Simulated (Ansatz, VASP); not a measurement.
Two plane-wave programs on CaAl4O

The input INCAR:

```
PREC     = Accurate       # precision mode
ENCUT    = 520            # plane-wave cutoff, eV
EDIFF    = 1E-7           # SCF threshold, eV
ISMEAR   = 0              # smearing method
SIGMA    = 0.1            # smearing width, eV
LREAL    = F              # projectors in reciprocal space
LASPH    = T              # aspherical terms in the spheres
NELM     = 150            # most SCF steps
ALGO     = Normal         # electronic algorithm
ISIF     = 2              # what is computed and relaxed
LWAVE    = F              # write WAVECAR
LCHARG   = T              # write CHGCAR
ISPIN    = 2              # spin polarisation
MAGMOM   = 0 0 0 0 0 1    # initial moments
LORBIT   = 11             # projections on sites
GGA      = PE             # functional
LELF     = T              # ELF
LVHAR    = T            
NBANDS   = 27             # bands
```

Contents of KPOINTS:

```
Automatic mesh
0
Gamma
  4 4 2
```

The input POSCAR:

```
CaAl4O
1.0
    3.8982627544      0.0000000000      0.0000000000
    0.0000000000      3.8982627544      0.0000000000
    0.0000000000      0.0000000000      7.9025496329
Ca Al O
1 4 1
Direct
    0.5000000000      0.5000000000      0.5000000000
    0.5000000000      0.0000000000      0.8180824975
    0.0000000000      0.5000000000      0.1819175025
    0.5000000000      0.0000000000      0.1819175025
    0.0000000000      0.5000000000      0.8180824975
    0.0000000000      0.0000000000      0.0000000000
```

Input for Ansatz:

```yaml
crystal:
  lattice:
    - [3.8982627544, 0.0, 0.0]
    - [0.0, 3.8982627544, 0.0]
    - [0.0, 0.0, 7.9025496329]
  atoms:
    - { symbol: Ca, position: [0.5, 0.5, 0.5] }
    - { symbol: Al, position: [0.5, 0.0, 0.8180824975] }
    - { symbol: Al, position: [0.0, 0.5, 0.1819175025] }
    - { symbol: Al, position: [0.5, 0.0, 0.1819175025] }
    - { symbol: Al, position: [0.0, 0.5, 0.8180824975] }
    - { symbol: O, position: [0.0, 0.0, 0.0], spin: 1.0 }
basis:
  ecutwfc: 420
kpoints:
  mp_grid: { grid: [4, 4, 2] }
hamiltonian:
  xc: pbe
scf:
  occupations: { method: gaussian, width: 0.1 }
  lower_state_search: "off"
output:
  forces: true
  stress: true
  eigenvalues: true
  populations: true
magnetization:
  spin_polarized: true
```

Change from the starting cell: species swapped into the Mg4SiGe type (P4/mmm, No. 123).

Alike in both runs: task single point; functional PBE; k mesh 4 × 4 × 2; occupations gaussian, width 0.1 eV; collinear spin.

|  | VASP | Ansatz |
| --- | --- | --- |
| version | VASP 6.6.1 | Ansatz 0.2.0 |
| potentials or method | VASP PAW PBE potentials, release 64 (Ca_sv, Al, O) | scalar-relativistic, plane waves, PAW |
| plane-wave cutoff (eV) | 520 | 420 |
| valence electrons in the cell | 28 | 28 |

```csv
,VASP,Ansatz,Ansatz less VASP
gap on the k mesh at the Fermi level (eV),none,none,-
pressure (GPa),-0.1,-0.1,+0.01
largest component of the traceless stress (GPa),0.08,0.11,+0.034
rms of the force components (eV/Å),0.029,0.026,-0.0033
net moment per atom (μB),0.00,0.00,0.000
```

Atom by atom the forces differ by 0.003 eV/Å (rms over components). A gap of «none» marks a metal or a gap that the smearing closes. With one functional, cell and mesh, what is left measures potentials, basis and numerics. Ansatz warned: «seeded_moment_not_kept».

Caveats: the k mesh is coarse (spacing up to 0.40 Å⁻¹), so the values aren't converged.
